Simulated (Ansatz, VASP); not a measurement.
**MgSnI2: VASP beside Ansatz**

The input INCAR:

```
PREC     = Accurate       # precision mode
ENCUT    = 520            # plane-wave cutoff, eV
EDIFF    = 1E-6           # SCF threshold, eV
ISMEAR   = 0              # smearing method
SIGMA    = 0.1            # smearing width, eV
LREAL    = F              # projectors in reciprocal space
LASPH    = T              # aspherical terms in the spheres
NELM     = 100            # most SCF steps
ALGO     = Normal         # electronic algorithm
ISIF     = 2              # what is computed and relaxed
LWAVE    = F              # write WAVECAR
LCHARG   = F              # write CHGCAR
GGA      = PE             # functional
NBANDS   = 23             # bands
```

Contents of KPOINTS:

```
Automatic mesh
0
Gamma
  4 4 4
```

POSCAR

```
MgSnI2
1.0
    5.4011504200      0.0000000000      0.0000000000
    0.0000000000      5.4011504200      0.0000000000
    0.0000000000      0.0000000000      3.8191900900
Mg Sn I
1 1 2
Direct
    0.5000000000      0.5000000000      0.0000000000
    0.0000000000      0.0000000000      0.0000000000
    0.5000000000      0.0000000000      0.5000000000
    0.0000000000      0.5000000000      0.5000000000
```

Input for Ansatz:

```yaml
crystal:
  lattice:
    - [5.40115042, 0.0, 0.0]
    - [0.0, 5.40115042, 0.0]
    - [0.0, 0.0, 3.81919009]
  atoms:
    - { symbol: Mg, position: [0.5, 0.5, 0.0] }
    - { symbol: Sn, position: [0.0, 0.0, 0.0] }
    - { symbol: I, position: [0.5, 0.0, 0.5] }
    - { symbol: I, position: [0.0, 0.5, 0.5] }
basis:
  ecutwfc: 420
kpoints:
  mp_grid: { grid: [4, 4, 4] }
hamiltonian:
  xc: pbe
scf:
  occupations: { method: gaussian, width: 0.1 }
  lower_state_search: "off"
output:
  forces: true
  stress: true
  eigenvalues: true
```

Alike in both runs: task single point; functional PBE; k mesh 4 × 4 × 4; occupations gaussian, width 0.1 eV; no spin polarisation.

```csv
,VASP,Ansatz
version,VASP 6.6.1,Ansatz 0.2.0
potentials or method,"VASP PAW PBE potentials, release 64 (Mg, Sn_d, I)","scalar-relativistic, plane waves, PAW"
plane-wave cutoff (eV),520,420
valence electrons in the cell,30,58
```

```tsv
	VASP	Ansatz	Ansatz less VASP
gap on the k mesh at the Fermi level (eV)	none	none	-
pressure (GPa)	4.0	4.0	+0.04
largest component of the traceless stress (GPa)	0.59	0.60	+0.002
```

A gap of «none» marks a metal or a gap that the smearing closes. With one functional, cell and mesh, what is left measures potentials, basis and numerics. The two sets of potentials don't hold the same shells in valence.

Caveats: the k mesh is coarse (spacing up to 0.41 Å⁻¹), so the values aren't converged. Spin-orbit coupling is left out, which matters for the levels of I.
